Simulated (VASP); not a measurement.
Data:

```
CELL_PARAMETERS angstrom
      0.00000     2.41689     2.41689
      2.41689     0.00000     2.41689
      2.41689     2.41689     0.00000
ATOMIC_POSITIONS crystal
  Ru 0.00000 0.00000 0.00000
  S  0.50000 0.50000 0.50000
```

Level of theory: PBEsol GGA, VASP's PBE PAW potentials (set 64) (plane waves; VASP). Settings: 400 eV cut-off, Gaussian smearing of 0.050 eV, potentials Ru_pv S.

### Question
Give the energies of bands 5 to 13 at the high-symmetry points, in eV from the Fermi level.

### Answer

```tsv
band	Γ	X	U	L	W
5	-2.63	-6.53	-6.44	-8.40	-6.11
6	-2.63	-4.24	-6.35	-6.07	-6.08
7	-2.63	-3.77	-5.21	-6.07	-6.08
8	-2.51	-3.77	-2.13	-0.71	-0.88
9	-2.51	-1.67	-0.48	-0.71	-0.88
10	-2.10	-0.15	0.07	0.14	-0.15
11	-2.10	-0.15	0.61	3.46	0.16
12	-2.10	0.95	0.98	4.48	0.40
13	4.65	3.45	5.62	4.48	8.11
```

It has no gap at this level: it comes out as a metal or semimetal.

The structure was generated: RuS was put into the rock salt type (Fm-3m), which need not be its known phase. It was relaxed first, which changed the volume by -29 %.
